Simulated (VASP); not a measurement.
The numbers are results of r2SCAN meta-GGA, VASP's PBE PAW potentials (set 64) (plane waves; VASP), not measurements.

VASP ran on this input.

### KPOINTS
```
Automatic mesh
0
Gamma
7 7 10
0 0 0
```

POSCAR:
```
Ti
1
    4.5166714372     0.0000000000     0.0000000000
   -2.2583357186     3.9115522165     0.0000000000
    0.0000000000     0.0000000000     2.7877548010
Ti
3
Direct
  0.0000000000   1.0000000000   0.0000000000
  0.3333330000   0.6666670000   0.5000000000
  0.6666670000   0.3333330000   0.5000000000
```

**INCAR**
```
SYSTEM  =  Ti
PREC  =  Accurate; ENCUT  =  400; LREAL  =  .FALSE.
LASPH  =  .TRUE.
EDIFF  =  1E-6; NELM  =  100; ALGO  =  Normal
LMAXMIX  =  4; LMIXTAU  =  .TRUE.
ISMEAR  =  1; SIGMA  =  0.1
METAGGA  =  R2SCAN
IBRION  =  2; NSW  =  60; ISIF  =  3
EDIFFG  =  -0.02
LWAVE  =  .FALSE.; LCHARG  =  .FALSE.
```

POTCAR, in this order: Ti_sv (PBE.64 set). Program: vasp_std.

The run wrote:

### OUTCAR
```
 ion  position               nearest neighbor table
   1  0.000  0.000  0.000-
   2  0.333  0.667  0.500-   3 2.61   3 2.61   3 2.61
   3  0.667  0.333  0.500-   2 2.61   2 2.61   2 2.61
  LATTYP: Found a hexagonal cell.
 ALAT       =     4.5166714372
 C/A-ratio  =     0.6172144332
 Subroutine PRICEL returns:
 Original cell was already a primitive cell.
 Subroutine GETGRP returns: Found 24 space group operations
The static configuration has the point symmetry D_6h.
The dynamic configuration has the point symmetry D_6h.
 Subroutine INISYM returns: Found 24 space group operations
 Subroutine IBZKPT returns following result:
 Found     48 irreducible k-points:

 Following reciprocal coordinates:
            Coordinates               Weight
  0.000000  0.000000  0.000000      1.000000
  0.142857  0.000000  0.000000      6.000000
  0.285714 -0.000000  0.000000      6.000000
  0.428571  0.000000  0.000000      6.000000
  0.142857  0.142857  0.000000      6.000000
  0.285714  0.142857  0.000000     12.000000
  0.428571  0.142857  0.000000      6.000000
  0.285714  0.285714  0.000000      6.000000
  0.000000  0.000000  0.100000      2.000000
  0.142857  0.000000  0.100000     12.000000
  0.285714 -0.000000  0.100000     12.000000
  0.428571  0.000000  0.100000     12.000000
  0.142857  0.142857  0.100000     12.000000
  0.285714  0.142857  0.100000     24.000000
  0.428571  0.142857  0.100000     12.000000
  0.285714  0.285714  0.100000     12.000000
  0.000000  0.000000  0.200000      2.000000
  0.142857  0.000000  0.200000     12.000000
  0.285714 -0.000000  0.200000     12.000000
  0.428571  0.000000  0.200000     12.000000
  0.142857  0.142857  0.200000     12.000000
  0.285714  0.142857  0.200000     24.000000
  0.428571  0.142857  0.200000     12.000000
  0.285714  0.285714  0.200000     12.000000
  0.000000  0.000000  0.300000      2.000000
  0.142857  0.000000  0.300000     12.000000
  0.285714 -0.000000  0.300000     12.000000
  0.428571  0.000000  0.300000     12.000000
  0.142857  0.142857  0.300000     12.000000
  0.285714  0.142857  0.300000     24.000000
  0.428571  0.142857  0.300000     12.000000
  0.285714  0.285714  0.300000     12.000000
  0.000000  0.000000  0.400000      2.000000
  0.142857  0.000000  0.400000     12.000000
  0.285714 -0.000000  0.400000     12.000000
  0.428571  0.000000  0.400000     12.000000
  0.142857  0.142857  0.400000     12.000000
  0.285714  0.142857  0.400000     24.000000
  0.428571  0.142857  0.400000     12.000000
  0.285714  0.285714  0.400000     12.000000
   k-points           NKPTS =     48   k-points in BZ     NKDIM =     48   number of bands    NBANDS=     22
   number of dos      NEDOS =    301   number of ions     NIONS =      3
   total plane-waves  NPLWV =  16200
   dimension x,y,z NGX =    30 NGY =   30 NGZ =   18
   dimension x,y,z NGXF=    60 NGYF=   60 NGZF=   36
   ions per type =               3
   PREC   = accura    normal or accurate (medium, high low for compatibility)
   ISTART =      0    job   : 0-new  1-cont  2-samecut
   ICHARG =      2    charge: 1-file 2-atom 10-const
   ISPIN  =      1    spin polarized calculation?
   LNONCOLLINEAR =      F non collinear calculations
   LSORBIT =      F    spin-orbit coupling
   INIWAV =      1    electr: 0-lowe 1-rand  2-diag
   ENCUT  =  400.0 eV  29.40 Ry    5.42 a.u.   7.37  7.37  4.55*2*pi/ulx,y,z
   NELM   =    100;   NELMIN=  2; NELMDL= -5     # of ELM steps
   EDIFF  = 0.1E-05   stopping-criterion for ELM
   LREAL  =      F    real-space projection
...
```

File OSZICAR:
```
       N       E                     dE             d eps       ncg     rms          rms(c)
DAV:   1     0.381935558786E+03    0.38194E+03   -0.16878E+04  2120   0.179E+03
DAV:   2     0.350950083450E+00   -0.38158E+03   -0.37728E+03  2154   0.540E+02
DAV:   3    -0.471855496574E+02   -0.47536E+02   -0.46621E+02  4076   0.163E+02
DAV:   4    -0.515069761467E+02   -0.43214E+01   -0.42940E+01  3056   0.406E+01
DAV:   5    -0.517325207005E+02   -0.22554E+00   -0.22539E+00  3300   0.873E+00    0.188E+01
DAV:   6    -0.402852029754E+02    0.11447E+02   -0.29447E+01  2674   0.667E+01    0.254E+00
DAV:   7    -0.375082190628E+02    0.27770E+01   -0.43052E+00  3228   0.161E+01    0.253E+00
DAV:   8    -0.387369804847E+02   -0.12288E+01   -0.12755E+00  3124   0.755E+00    0.241E+00
DAV:   9    -0.388034686578E+02   -0.66488E-01   -0.16434E-01  2926   0.418E+00    0.186E+00
DAV:  10    -0.387574836216E+02    0.45985E-01   -0.57151E-01  2326   0.747E+00    0.151E+00
DAV:  11    -0.388393888608E+02   -0.81905E-01   -0.19111E-01  2478   0.477E+00    0.329E-01
DAV:  12    -0.388331704693E+02    0.62184E-02   -0.13691E-02  2692   0.106E+00    0.147E-01
DAV:  13    -0.388379666295E+02   -0.47962E-02   -0.73996E-03  2244   0.832E-01    0.804E-02
DAV:  14    -0.388393225079E+02   -0.13559E-02   -0.11604E-03  2932   0.294E-01    0.410E-02
DAV:  15    -0.388388526392E+02    0.46987E-03   -0.21689E-04  2750   0.164E-01    0.220E-02
DAV:  16    -0.388395404179E+02   -0.68778E-03   -0.33697E-04  2250   0.192E-01    0.205E-02
DAV:  17    -0.388396086781E+02   -0.68260E-04   -0.10540E-04  3142   0.100E-01    0.714E-03
DAV:  18    -0.388396050941E+02    0.35840E-05   -0.26954E-05  2930   0.423E-02    0.933E-03
DAV:  19    -0.388396056659E+02   -0.57181E-06   -0.70321E-07  1424   0.951E-03
   1 F= -.38839606E+02 E0= -.38840197E+02  d E =-.388396E+02
       N       E                     dE             d eps       ncg     rms          rms(c)
DAV:   1    -0.406782007870E+02   -0.18386E+01   -0.48410E+01  2696   0.946E+01    0.107E+01
DAV:   2    -0.389717011345E+02    0.17065E+01   -0.11288E+01  2940   0.354E+01    0.423E+00
DAV:   3    -0.391619464741E+02   -0.19025E+00   -0.54520E+00  2956   0.168E+01    0.458E+00
DAV:   4    -0.388029354431E+02    0.35901E+00   -0.25611E+00  3320   0.974E+00    0.878E-01
DAV:   5    -0.388211418249E+02   -0.18206E-01   -0.92276E-02  2888   0.249E+00    0.452E-01
DAV:   6    -0.388313227701E+02   -0.10181E-01   -0.10000E-01  3632   0.242E+00    0.307E-01
DAV:   7    -0.388375954828E+02   -0.62727E-02   -0.27712E-02  2404   0.167E+00    0.327E-01
DAV:   8    -0.388452982565E+02   -0.77028E-02   -0.14651E-02  3108   0.895E-01    0.128E-01
DAV:   9    -0.388465329964E+02   -0.12347E-02   -0.29882E-03  2474   0.524E-01    0.761E-02
DAV:  10    -0.388465577101E+02   -0.24714E-04   -0.39580E-04  2476   0.194E-01    0.327E-02
DAV:  11    -0.388467159968E+02   -0.15829E-03   -0.12105E-04  2578   0.105E-01    0.339E-02
DAV:  12    -0.388466859086E+02    0.30088E-04   -0.19523E-05  2740   0.462E-02    0.203E-02
DAV:  13    -0.388466835062E+02    0.24024E-05   -0.11140E-05  2636   0.392E-02    0.213E-03
DAV:  14    -0.388466758621E+02    0.76441E-05   -0.93793E-07  1324   0.120E-02    0.115E-03
DAV:  15    -0.388466774977E+02   -0.16356E-05   -0.31095E-07  1206   0.617E-03    0.453E-04
DAV:  16    -0.388466759831E+02    0.15146E-05   -0.22352E-07  1206   0.444E-03    0.396E-04
DAV:  17    -0.388466755226E+02    0.46056E-06   -0.12571E-07  1200   0.331E-03
   2 F= -.38846676E+02 E0= -.38847034E+02  d E =-.706986E-02
       N       E                     dE             d eps       ncg     rms          rms(c)
DAV:   1    -0.392431886085E+02   -0.39651E+00   -0.99561E+00  2652   0.407E+01    0.505E+00
DAV:   2    -0.388836616536E+02    0.35953E+00   -0.20227E+00  2772   0.158E+01    0.185E+00
DAV:   3    -0.389146177969E+02   -0.30956E-01   -0.96470E-01  3422   0.113E+01    0.227E+00
DAV:   4    -0.388544688401E+02    0.60149E-01   -0.63507E-01  3034   0.558E+00    0.507E-01
DAV:   5    -0.388576580143E+02   -0.31892E-02   -0.26760E-02  3096   0.177E+00    0.218E-01
DAV:   6    -0.388603978749E+02   -0.27399E-02   -0.26285E-02  3440   0.117E+00    0.180E-01
DAV:   7    -0.388600206128E+02    0.37726E-03   -0.76860E-03  2172   0.100E+00    0.168E-01
DAV:   8    -0.388621928504E+02   -0.21722E-02   -0.36523E-03  2196   0.699E-01    0.450E-02
DAV:   9    -0.388627572951E+02   -0.56444E-03   -0.18593E-03  2792   0.259E-01    0.538E-02
DAV:  10    -0.388627933851E+02   -0.36090E-04   -0.10619E-04  3036   0.729E-02    0.452E-02
DAV:  11    -0.388627854296E+02    0.79555E-05   -0.34822E-05  2300   0.716E-02    0.139E-02
DAV:  12    -0.388627947251E+02   -0.92956E-05   -0.11681E-05  2348   0.394E-02    0.263E-03
DAV:  13    -0.388627910173E+02    0.37078E-05   -0.29309E-06  1848   0.283E-02    0.471E-03
DAV:  14    -0.388627923424E+02   -0.13251E-05   -0.83952E-07  1218   0.134E-02    0.379E-03
DAV:  15    -0.388627920234E+02    0.31904E-06   -0.34094E-07  1200   0.611E-03
   3 F= -.38862792E+02 E0= -.38863255E+02  d E =-.231864E-01
```

### OUTCAR
```
------------------------ aborting loop because EDIFF is reached ----------------------------------------
  FORCE on cell =-STRESS in cart. coord.  units (eV):
  Direction    XX          YY          ZZ          XY          YZ          ZX
  --------------------------------------------------------------------------------------
  Total        0.0038163      0.0038163     -0.0285844      0.0000000     -0.0000000      0.0000000
  in kB        0.1199128      0.1199128     -0.8981449      0.0000000     -0.0000000      0.0000000
  external PRESSURE =      -0.2194397 kB  Pullay stress =       0.0000000 kB
  volume of cell :       50.99
      direct lattice vectors                 reciprocal lattice vectors
     4.566365141  0.000000000 -0.000000000     0.218992562  0.126435414 -0.000000000
    -2.283182570  3.954588227 -0.000000000    -0.000000000  0.252870828 -0.000000000
     0.000000000  0.000000000  2.823715042     0.000000000  0.000000000  0.354143384
 POSITION                                       TOTAL-FORCE (eV/Angst)
 -----------------------------------------------------------------------------------
      0.00000      0.00000      2.82372         0.000000     -0.000000      0.000000
     -0.00000      2.63639      1.41186         0.000000     -0.000000     -0.000000
      2.28318      1.31819      1.41186        -0.000000      0.000000      0.000000
 -----------------------------------------------------------------------------------
    total drift:                                0.000000      0.000000      0.000000
  FREE ENERGIE OF THE ION-ELECTRON SYSTEM (eV)
  ---------------------------------------------------
  free  energy   TOTEN  =       -38.8627920234 eV

  energy  without entropy=      -38.8641821699  energy(sigma->0) =      -38.86325541

 reached required accuracy - stopping structural energy minimisation
```
(Selected blocks of OUTCAR.)

### CONTCAR
```
Ti
   1.00000000000000
     4.5663651406924588    0.0000000000000000   -0.0000000000000000
    -2.2831825703462294    3.9545882265068073   -0.0000000000000000
     0.0000000000000000    0.0000000000000000    2.8237150417416919
  Ti
     3
Direct
     0.0000000000000000    0.0000000000000000    1.0000000000000000
     0.3333330000000032    0.6666669999999968    0.5000000000000000
     0.6666669999999968    0.3333330000000032    0.5000000000000000
```

Energy and stress use the plane-wave basis of the starting cell.

The structure was generated: Ti was put into the omega type (P6/mmm), which need not be its known phase. This run relaxes it. Symmetry was kept, so distortions that lower it aren't found. The start is the result of an earlier pass.
